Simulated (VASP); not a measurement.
# BPb with r2SCAN + D4: from relaxation to properties, part 2 of 3

What structure does BPb take at this level, and what are its properties? The cell is invented: it takes the structure of a Materials Project entry for GeSb (space group 225 there), with all of its atoms replaced by other elements, volume scaled by an estimate. It may not be a known or stable phase.

VASP 6.6.1; r2SCAN with D4; plane waves and PAW (Pb_d, B); invented cell.

Still holding for the runs below: This run has no spin polarisation. Its electron count is odd, so without a moment it is a metal by construction.

So far. Step 2 (Full relaxation (r2SCAN + D4)): It ends with forces that vanish by symmetry and a pressure of -0.07 GPa. Step 3 (Second relaxation): It ends with forces that vanish by symmetry and a pressure of -0.08 GPa. The volume moved by under 0.01 %: the run met its threshold at the first step. The relaxed cell has a = 5.201 Å (conventional setting).

### 4. Density, ELF and potential (r2SCAN + D4)

A single point on the relaxed cell gives a clean self-consistent state, with density, ELF and potential written out.

File INCAR:

```
SYSTEM = BPb
PREC = Accurate
ENCUT = 420
EDIFF = 1E-06
NELM = 100
ISMEAR = -1
SIGMA = 0.05
LREAL = .FALSE.
ALGO = Normal
METAGGA = R2SCAN
IVDW = 13
VDW_S6 = 1
VDW_S8 = 0.6018749
VDW_A1 = 0.51559235
VDW_A2 = 5.77342911
LASPH = .TRUE.
LORBIT = 11
LWAVE = .FALSE.
LCHARG = .TRUE.
ISIF = 2
LELF = .TRUE.
LVHAR = .TRUE.
```

File POSCAR:

```
BPb
1.0
    0.0000000000      2.6006127959      2.6006127959
    2.6006127959      0.0000000000      2.6006127959
    2.6006127959      2.6006127959      0.0000000000
Pb B
1 1
Direct
    0.0000000000      0.0000000000      0.0000000000
    0.5000000000      0.5000000000      0.5000000000
```

File KPOINTS:

```
Automatic mesh
0
Gamma
9 9 9
0 0 0
```

PAW data sets: Pb_d and B (PBE family, release 64).

On the command line:

```bash
> mpirun -np 1 vasp_std
```

Output:

```text
[... set-up lines as in an earlier step ...]
 entering main loop
       N       E                     dE             d eps       ncg     rms          rms(c)
[... 13 cycles as in an earlier step ...]
   1 F= -.61278588E+02 E0= -.61275124E+02  d E =-.692936E-02
```

Elapsed: 26 s, on 1 MPI rank of Intel Xeon 6975P-C (Granite Rapids), shared host; peak memory 0.16 GiB.

From OUTCAR (step 4):

```text
The static configuration has the point symmetry O_h .

 Found     35 irreducible k-points:

   NELECT =      17.0000    total number of electrons

 E-fermi :   7.6211

  DFT-D4 for vdW energy calculation

  Edisp (eV):   -0.25098

[... 20 parts as in an earlier step ...]
```

Numbers from this step:

* SCF cycles: 13

Valence electrons inside each PAW sphere by angular momentum. Sphere charges, by row:

| atom | s (e) | p (e) | d (e) | tot (e) |
| --- | --- | --- | --- | --- |
| Pb1 | 1.267 | 0.914 | 9.843 | 12.02 |
| B2 | 0.773 | 0.812 | 0 | 1.585 |

ELF in the ac plane of the conventional cell at fractional y = 0.000, with atoms of Pb and B within 0.2 Å of it. It is the smooth field of the valence electrons, not physical close to the nuclei.

Ten even steps from '_' (0.14) to '@' (0.72), each cell a mean:
```
__..++==%%@@==::##@@++==--__
--====--**@@@@@@@@##----==--
++==::..::**%%%%##==....--==
++==::__..--====--::__..--++
@@%%++::::==++++==--::==##@@
**@@%%======....--==--##@@##
__**@@++++--__::..++==%%@@::
::##@@++==--____..++==%%@@==
@@@@##----==----====--**@@@@
%%##==....--==++==::..::**%%
==--::__..--++++==::__..--==
++==--::==##@@@@%%++::::==++
..--==--##@@##**@@%%======..
::..++==%%@@::__**@@++++--__
```
Columns run along a (5.2 Å), rows up along c (5.2 Å), edges of the conventional cell, whose origin can differ from the input's. Atoms in or near the plane, at fractional coordinates: Pb at (0.00, 0.00), Pb at (0.50, 0.50), B at (0.50, 0.00), B at (0.00, 0.50).

Electrostatic potential energy in the ac plane of the conventional cell at fractional y = 0.000, with atoms of Pb and B within 0.2 Å of it. With pseudopotentials it is smooth inside the atoms' cores, unlike the true potential.

Values in eV, 14 rows by 14 columns, each cell a mean:
```
-87 -70 -31  -4  -2 -16 -24 -17 -25  -5  -2 -16 -54 -83
-60 -42 -14  -1   0  -4 -16 -20  -9  -1   0  -6 -29 -54
-18 -10  -3   1   1   0  -2  -3  -1   1   1  -1  -6 -16
 -2  -1   1   2   1  -1  -4  -5  -3   0   1   1   0  -2
 -7  -3   1   1  -3 -14 -31 -35 -22  -6   0   1  -1  -5
-27 -17  -3  -1 -10 -42 -70 -76 -57 -22  -3  -1  -9 -25
 -6 -27  -7  -2 -18 -60 -87 -88 -76 -35  -5  -3 -20 -17
-17 -25  -5  -2 -16 -54 -83 -87 -70 -31  -4  -2 -16 -24
-20  -9  -1   0  -6 -29 -54 -60 -42 -14  -1   0  -4 -16
 -3  -1   1   1  -1  -6 -16 -18 -10  -3   1   1   0  -2
 -5  -3   0   1   1   0  -2  -2  -1   1   2   1  -1  -4
-35 -22  -6   0   1  -1  -5  -7  -3   1   1  -3 -14 -31
-76 -57 -22  -3  -1  -9 -25 -27 -17  -3  -1 -10 -42 -70
-88 -76 -35  -5  -3 -20 -17  -6 -27  -7  -2 -18 -60 -87
```
Columns run along a (5.2 Å; values clipped at the 3rd and 97th percentile), rows up along c (5.2 Å), edges of the conventional cell, whose origin can differ from the input's. Atoms in or near the plane, at fractional coordinates: Pb at (0.00, 0.00), Pb at (0.50, 0.50), B at (0.50, 0.00), B at (0.00, 0.50).

Valence density in the ac plane of the conventional cell at fractional y = 0.000, with atoms of Pb and B within 0.2 Å of it. It is the smooth field of the valence electrons, not physical close to the nuclei.

Values in e/Å³, 14 rows by 14 columns, each cell a mean:
```
6.3 3.8 1.3 0.4 0.3 0.5 0.5 0.5 0.6 0.4 0.3 0.7 2.5 5.4
2.9 1.7 0.6 0.2 0.2 0.4 0.5 0.5 0.4 0.3 0.2 0.4 1.1 2.5
0.8 0.5 0.3 0.1 0.2 0.2 0.3 0.4 0.3 0.2 0.1 0.2 0.4 0.7
0.3 0.3 0.2 0.1 0.1 0.2 0.4 0.4 0.3 0.2 0.1 0.1 0.2 0.3
0.4 0.3 0.2 0.2 0.3 0.6 1.3 1.4 0.9 0.4 0.2 0.2 0.3 0.4
0.6 0.5 0.3 0.3 0.5 1.7 3.8 4.4 2.6 0.9 0.3 0.3 0.4 0.6
0.4 0.6 0.4 0.3 0.8 2.9 6.3 7.4 4.4 1.4 0.4 0.4 0.5 0.5
0.5 0.6 0.4 0.3 0.7 2.5 5.4 6.3 3.8 1.3 0.4 0.3 0.5 0.5
0.5 0.4 0.3 0.2 0.4 1.1 2.5 2.9 1.7 0.6 0.2 0.2 0.4 0.5
0.4 0.3 0.2 0.1 0.2 0.4 0.7 0.8 0.5 0.3 0.1 0.2 0.2 0.3
0.4 0.3 0.2 0.1 0.1 0.2 0.3 0.3 0.3 0.2 0.1 0.1 0.2 0.4
1.4 0.9 0.4 0.2 0.2 0.3 0.4 0.4 0.3 0.2 0.2 0.3 0.6 1.3
4.4 2.6 0.9 0.3 0.3 0.4 0.6 0.6 0.5 0.3 0.3 0.5 1.7 3.8
7.4 4.4 1.4 0.4 0.4 0.5 0.5 0.4 0.6 0.4 0.3 0.8 2.9 6.3
```
Columns run along a (5.2 Å), rows up along c (5.2 Å), edges of the conventional cell, whose origin can differ from the input's. Atoms in or near the plane, at fractional coordinates: Pb at (0.00, 0.00), Pb at (0.50, 0.50), B at (0.50, 0.00), B at (0.00, 0.50).

In this run the pressure is -0.08 GPa, small enough to go on.

### 5. Band structure (r2SCAN + D4)

Levels along the symmetry lines show where the bands peak and cross; KPOINTS_OPT computes them in the converged potential.

INCAR, as its differences from that of step 4:

```diff
@@ -18,5 +18,2 @@
 LWAVE = .FALSE.
-LCHARG = .TRUE.
-ISIF = 2
-LELF = .TRUE.
-LVHAR = .TRUE.
+LCHARG = .FALSE.
```

POSCAR is that of step 4.

KPOINTS is that of step 4.

File KPOINTS_OPT:

```
Line mode
16
Line-mode
Reciprocal
  0.00000000   0.00000000   0.00000000 GAMMA
  0.50000000   0.00000000   0.50000000 X

  0.50000000   0.00000000   0.50000000 X
  0.50000000   0.25000000   0.75000000 W

  0.50000000   0.25000000   0.75000000 W
  0.37500000   0.37500000   0.75000000 K

  0.37500000   0.37500000   0.75000000 K
  0.00000000   0.00000000   0.00000000 GAMMA

  0.00000000   0.00000000   0.00000000 GAMMA
  0.50000000   0.50000000   0.50000000 L

  0.50000000   0.50000000   0.50000000 L
  0.62500000   0.25000000   0.62500000 U

  0.62500000   0.25000000   0.62500000 U
  0.50000000   0.25000000   0.75000000 W

  0.50000000   0.25000000   0.75000000 W
  0.50000000   0.50000000   0.50000000 L

  0.50000000   0.50000000   0.50000000 L
  0.37500000   0.37500000   0.75000000 K

  0.62500000   0.25000000   0.62500000 U
  0.50000000   0.00000000   0.50000000 X
```

On the command line:

```bash
> mpirun -np 1 vasp_std
```

Output:

```text
[... set-up lines as in an earlier step ...]
 entering main loop
       N       E                     dE             d eps       ncg     rms          rms(c)
[... 13 cycles as in an earlier step ...]
   1 F= -.61278588E+02 E0= -.61275124E+02  d E =-.692936E-02
 Start KPOINTS_OPT (optional k-point list driver)
k-point batch [1-35\160]
       N       E                     dE             ncg
DAV:   1     0.129477415031E+04   -0.14927E+05      848
DAV:   2    -0.267564331388E+04   -0.39704E+04      884
DAV:   3    -0.288037046374E+04   -0.20473E+03      992
DAV:   4    -0.288505835547E+04   -0.46879E+01     1032
DAV:   5    -0.288525126125E+04   -0.19291E+00     1128
DAV:   6    -0.288525908272E+04   -0.78215E-02     1148
DAV:   7    -0.288525914991E+04   -0.67190E-04     1144
DAV:   8    -0.288525915056E+04   -0.65056E-06      752
[...]
k-point batch [141-160\160]
       N       E                     dE             ncg
DAV:   1     0.836332517522E+04   -0.11367E+05      500
DAV:   2     0.621859624329E+04   -0.21447E+04      504
DAV:   3     0.611570575158E+04   -0.10289E+03      584
DAV:   4     0.611347036137E+04   -0.22354E+01      564
DAV:   5     0.611336621117E+04   -0.10415E+00      676
DAV:   6     0.611336151462E+04   -0.46966E-02      660
DAV:   7     0.611336148853E+04   -0.26092E-04      656
DAV:   8     0.611336148821E+04   -0.31518E-06      412
```

It took 73 s on 1 MPI rank; peak memory 0.17 GiB.

Parts of OUTCAR (step 5):

```text
   NELECT =      17.0000    total number of electrons

 E-fermi :   7.6211

  DFT-D4 for vdW energy calculation

  Edisp (eV):   -0.25098

[... 20 parts as in an earlier step ...]

[... 2 further parts left out ...]
```

Spin-orbit coupling is off here; with elements this heavy it splits and shifts levels by tenths of an eV or more.

Electronic bands along the path, in eV, zero at the Fermi level; # counts the bands kept:

| point | #1 | #2 | #3 | #4 | #5 |
| --- | --- | --- | --- | --- | --- |
| Γ | -13.47 | 0.63 | 0.63 | 0.63 | 2.13 |
| 0.53 of the way | -11.76 | -2.21 | -1.04 | -1.04 | 0.27 |
| X | -8.43 | -5.61 | -3.03 | -2.18 | -2.18 |
| 0.53 of the way | -8.18 | -5.17 | -5.10 | -2.95 | 0.77 |
| W | -7.85 | -6.05 | -4.17 | -4.17 | 3.25 |
| 0.47 of the way | -8.02 | -6.20 | -4.64 | -2.88 | 2.18 |
| K | -8.14 | -6.35 | -4.83 | -1.22 | 0.49 |
| 0.53 of the way | -12.01 | -3.78 | -1.29 | 1.83 | 4.23 |
| Γ | -13.47 | 0.63 | 0.63 | 0.63 | 2.13 |
| 0.53 of the way | -12.20 | -4.22 | 1.05 | 1.05 | 4.28 |
| L | -9.53 | -8.40 | 1.75 | 1.75 | 4.03 |
| 0.47 of the way | -9.13 | -7.86 | -1.34 | 0.32 | 2.02 |
| U | -8.14 | -6.35 | -4.83 | -1.22 | 0.49 |
| 0.47 of the way | -8.04 | -6.23 | -4.69 | -2.62 | 1.92 |
| W | -7.85 | -6.05 | -4.17 | -4.17 | 3.25 |
| 0.47 of the way | -8.84 | -7.49 | -1.78 | -1.78 | 3.09 |
| L | -9.53 | -8.40 | 1.75 | 1.75 | 4.03 |
| 0.47 of the way | -9.13 | -7.86 | -1.34 | 0.32 | 2.02 |
| K | -8.14 | -6.35 | -4.83 | -1.22 | 0.49 |
| jump to U | -8.14 | -6.35 | -4.83 | -1.22 | 0.49 |
| 0.47 of the way | -8.30 | -5.38 | -4.74 | -1.90 | -0.73 |
| X | -8.43 | -5.61 | -3.03 | -2.18 | -2.18 |

Of the projections kept (Pb, B), the largest for each band there; the rest of the weight can lie on other orbitals:

| point | #1 | #2 | #3 | #4 | #5 |
| --- | --- | --- | --- | --- | --- |
| Γ | Pb 0.74 | B 0.72 | B 0.72 | B 0.72 | B 0.58 |
| X | Pb 0.83 | Pb 0.63 | B 0.55 | B 0.51 | B 0.51 |
| W | Pb 0.95 | B 0.74 | Pb 0.60 | Pb 0.60 | B 0.71 |
| K | Pb 0.92 | B 0.67 | Pb 0.62 | B 0.52 | Pb 0.52 |
| Γ | Pb 0.74 | B 0.72 | B 0.72 | B 0.72 | B 0.58 |
| L | Pb 0.90 | B 0.65 | B 0.83 | B 0.83 | Pb 1.00 |

The electronic bands as a text plot (rows in eV, shown from -8.0 to 4.4 only):

```
    4.2 |                     **     *****              *
    3.6 | **                 *      *     *
    3.1 |            **         *                 ****** *
    2.6 |*  *               *    * *       *     *        *
    2.1 |              *   *      *         *
    1.6 |           *     *  ***        ***  *  *       ** *
    1.1 |               **  *   *    ***   *  *        * ** *
    0.5 |**                *     ****      **  *       *     *
    0.0 |  * *     *            *  *                  *   **  *
   -0.5 | * *             *    *             *        *     *
   -1.0 |  * **          *    * *             *      *       * *
   -1.5 |   * **  *     *    *      *       *  *     *        *
   -2.0 |    *  ***                                        *   **
   -2.6 |     **   *        *  *     *          *   *
   -3.1 |      ***  *  *   *  *              *                  *
   -3.6 |         *  *                           * *        *
   -4.1 |             *   *           *       *   *
   -4.6 |       *  * * ***   *                 ***           * *
   -5.2 |          **                                         *
   -5.7 |        ** *       *          *                      ***
   -6.2 |            ****  *                   ****
   -6.7 |                **                   *    *         *
   -7.2 |                               *    *      *       *
   -7.7 |            **                     *    **  *     *
         Γ       X    W  K        Γ      L     U  W     L   K|U X
```

There is no gap at this level.

### 6. Total and projected DOS (r2SCAN + D4)

A density of states needs more k-points than a total energy; ISMEAR = -5 takes tetrahedra, and LORBIT projects the states on the PAW spheres. The mesh is finer than in the run before.

INCAR, as its differences from that of step 5:

```diff
@@ -5,3 +5,3 @@
 NELM = 100
-ISMEAR = -1
+ISMEAR = -5
 SIGMA = 0.05
@@ -19 +19,2 @@
 LCHARG = .FALSE.
+NEDOS = 2001
```

POSCAR is that of step 5.

File KPOINTS:

```
Automatic mesh
0
Gamma
13 13 13
0 0 0
```

On the command line:

```bash
> mpirun -np 1 vasp_std
```

Output:

```text
[... set-up lines as in an earlier step ...]
 entering main loop
       N       E                     dE             d eps       ncg     rms          rms(c)
DAV:   1     0.588998973816E+02    0.58900E+02   -0.75751E+03  2060   0.138E+03
DAV:   2    -0.590318945002E+02   -0.11793E+03   -0.11471E+03  2112   0.344E+02
DAV:   3    -0.649710294422E+02   -0.59391E+01   -0.57774E+01  2476   0.904E+01
DAV:   4    -0.651046297583E+02   -0.13360E+00   -0.13364E+00  2504   0.139E+01
DAV:   5    -0.651096111595E+02   -0.49814E-02   -0.49988E-02  2728   0.249E+00    0.235E+00
DAV:   6    -0.610270521992E+02    0.40826E+01   -0.19966E+00  2424   0.338E+01    0.123E+00
DAV:   7    -0.610154737390E+02    0.11578E-01   -0.90405E-02  2312   0.334E+00    0.623E-01
DAV:   8    -0.610181088863E+02   -0.26351E-02   -0.11316E-02  2492   0.149E+00    0.241E-01
DAV:   9    -0.610193635461E+02   -0.12547E-02   -0.20453E-03  2248   0.552E-01    0.501E-02
DAV:  10    -0.610192740882E+02    0.89458E-04   -0.35411E-04  2460   0.337E-01    0.132E-02
DAV:  11    -0.610192743092E+02   -0.22101E-06   -0.58659E-06  2428   0.268E-02
   1 F= -.61270254E+02 E0= -.61270254E+02  d E =0.000000E+00
 -----------------------------------------------------------------------------
|                                                                             |
|           W    W    AA    RRRRR   N    N  II  N    N   GGGG   !!!           |
|           W    W   A  A   R    R  NN   N  II  NN   N  G    G  !!!           |
|           W    W  A    A  R    R  N N  N  II  N N  N  G       !!!           |
|           W WW W  AAAAAA  RRRRR   N  N N  II  N  N N  G  GGG   !            |
|           WW  WW  A    A  R   R   N   NN  II  N   NN  G    G                |
|           W    W  A    A  R    R  N    N  II  N    N   GGGG   !!!           |
|                                                                             |
|     Tetrahedron method does not include variations of the Fermi             |
|     occupations, so forces and stress will be inaccurate. We suggest        |
|     using a different smearing scheme ISMEAR = 1 or 2 for metals in         |
|     relaxations.                                                            |
|                                                                             |
 -----------------------------------------------------------------------------
```

Wall time 46 s (1 MPI rank); peak memory 0.18 GiB.

From OUTCAR (step 6):

```text
   k-points           NKPTS =     84   k-points in BZ     NKDIM =     84   number of bands    NBANDS=     12

   NELECT =      17.0000    total number of electrons

 E-fermi :   7.5187

 k-point     1 :       0.0000    0.0000    0.0000
  band No.  band energies     occupation
    ...
      2      -9.8006      2.00000
      3      -9.8006      2.00000
      4      -9.7625      2.00000
      5      -9.7625      2.00000
      6      -5.8557      2.00000
      7       8.2371     -1.08095
      8       8.2371      0.00000
      9       8.2371      0.00000
     10       9.7458      0.00000
     11      16.8904      0.00000
    ...

  DFT-D4 for vdW energy calculation

  Edisp (eV):   -0.25098

  Total       0.03762     0.03762     0.03762     0.00000     0.00000     0.00000
  in kB       1.71361     1.71361     1.71361     0.00000     0.00000     0.00000
  external pressure =        1.71 kB  Pullay stress =        0.00 kB

 POSITION                                       TOTAL-FORCE (eV/Angst)
 -----------------------------------------------------------------------------------
      0.00000      0.00000      0.00000        -0.000000      0.000000     -0.000000
      2.60061      2.60061      2.60061         0.000000      0.000000      0.000000
 -----------------------------------------------------------------------------------
    total drift:                               -0.000000      0.000000      0.000000

  FREE ENERGIE OF THE ION-ELECTRON SYSTEM (eV)
  ---------------------------------------------------
  free  energy   TOTEN  =       -61.2702535634 eV

  energy  without entropy=      -61.2702535634  energy(sigma->0) =      -61.27025356

[... 6 parts as in an earlier step ...]

[... 10 further parts left out ...]
```

With tetrahedra the forces and stress of a metal are not exact derivatives of the energy.

Numbers from this step:

* SCF cycles: 11
* irreducible k-points: 84
* free energy (TOTEN): -61.2703 eV
* Fermi energy: 7.519 eV
* pressure: 0.1714 GPa
* DOS at the Fermi level: 0.8949 states/eV/cell

The density of states has structure finer than the step of the table below, so its rows give means over 1 eV, whole bins alone (the curve runs from -12.0 to 4.18 eV). Peaks (eV: height): total -9.4: 0.690, -6.0: 0.703, 1.4: 1.01, 3.0: 1.11; B p 1.5: 0.342, 3.0: 0.324; Pb p -6.5: 0.0804, -5.1: 0.106, -2.0: 0.212, 3.1: 0.125; Pb s -9.4: 0.329, -8.2: 0.399, -5.1: 0.0877, 3.1: 0.142; B s -6.0: 0.198.

States under -12.0 eV and over 4.2 eV are left out. Table of density of states by energy, zero at the Fermi level; means over each step; values in states/eV/cell:

| energy (eV) | total | B p | Pb p | Pb s | B s | Pb d |
| --- | --- | --- | --- | --- | --- | --- |
| -11 | 0.337 | 0.00741 | 0.0114 | 0.132 | 0.0391 | 0.00318 |
| -10 | 0.452 | 0.0151 | 0.0160 | 0.193 | 0.0415 | 0.00603 |
| -9 | 0.562 | 0.0227 | 0.0146 | 0.281 | 0.0334 | 0.00844 |
| -8 | 0.378 | 0.0111 | 0.0173 | 0.170 | 0.0390 | 0.00548 |
| -7 | 0.411 | 0.00983 | 0.0530 | 0.0379 | 0.113 | 0.00943 |
| -6 | 0.566 | 0.0200 | 0.0660 | 0.0727 | 0.148 | 0.0155 |
| -5 | 0.485 | 0.0371 | 0.0697 | 0.0723 | 0.0862 | 0.00864 |
| -4 | 0.579 | 0.0682 | 0.0996 | 0.0572 | 0.0733 | 0.0125 |
| -3 | 0.641 | 0.100 | 0.122 | 0.0408 | 0.0541 | 0.0159 |
| -2 | 0.882 | 0.182 | 0.182 | 0.0281 | 0.0379 | 0.0213 |
| -1 | 0.899 | 0.213 | 0.173 | 0.0248 | 0.0323 | 0.0270 |
| 0 | 0.900 | 0.245 | 0.148 | 0.0290 | 0.0327 | 0.0324 |
| 1 | 0.934 | 0.294 | 0.113 | 0.0393 | 0.0343 | 0.0421 |
| 2 | 0.599 | 0.171 | 0.0726 | 0.0561 | 0.0229 | 0.0282 |
| 3 | 0.741 | 0.203 | 0.0928 | 0.0954 | 0.0229 | 0.0325 |

The finer mesh and the other smearing move the Fermi level by -0.10 eV from the 9×9×9 run, one measure of the sampling error in the zero of the bands above. Of the states within 0.3 eV of the Fermi level, the largest shares in the PAW spheres are B p 27 % and Pb p 16 %. The rest lies in smaller channels or between the spheres.

(Part 2 of 3 ends here.)

[Lines on the potential files, build, host, timing and source positions are cut from VASP's logs without a mark.]

[Logs are printed without paths, hosts, clocks, repeated set-up lines and the standing remarks that a program may print on its own settings, such as how far it seeks lower states.]

[Hosts, paths, dates, database ids (printed as entryN), source tags and the programs' standing remarks are cut or masked in the printed files.]

[A measured line is paired with the nearest computed mode of its activity, which favours agreement.]
